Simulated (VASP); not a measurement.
Consider the following.

```
CELL_PARAMETERS angstrom
      3.52856     0.00000     0.00000
      0.00000     3.52856     0.00000
      0.00000     0.00000     3.52856
ATOMIC_POSITIONS crystal
  Al 0.00000 0.00000 0.00000
  Ni 0.00000 0.50000 0.50000
  Ni 0.50000 0.00000 0.50000
  Ni 0.50000 0.50000 0.00000
```
Starting moments (μB, in the order of the record's atoms Al Ni Ni Ni): 0.0 0.3 0.3 0.3.

Calculation: PBE GGA with D4 dispersion, VASP's PBE PAW potentials (set 64) (plane waves; VASP). Settings: 520 eV cut-off, 10×10×10 Γ-centred mesh, tetrahedra with Blöchl corrections, potentials Al Ni.

Question: What does the run give for the cell moment, energy per atom (σ→0), band gap (on the k-mesh) with the smallest direct gap where there is one?

Answer: 
The band gap (on the k-mesh) is none (metal, semimetal or under 0.01 eV) and the cell moment is 0.70 μB. The energy per atom (σ→0) is -5.931 eV/atom.

Question: Give the moment on each site (PAW-sphere projection).

Answer: 
| site | moment (μB) |
|---|---|
| Al1 | -0.01 |
| Ni2 | 0.25 |
| Ni3 | 0.25 |
| Ni4 | 0.25 |

Total energies compare only between runs with the same potentials, cut-off and functional.

The compound is Ni3Al in the L1_2 structure. It was relaxed first.
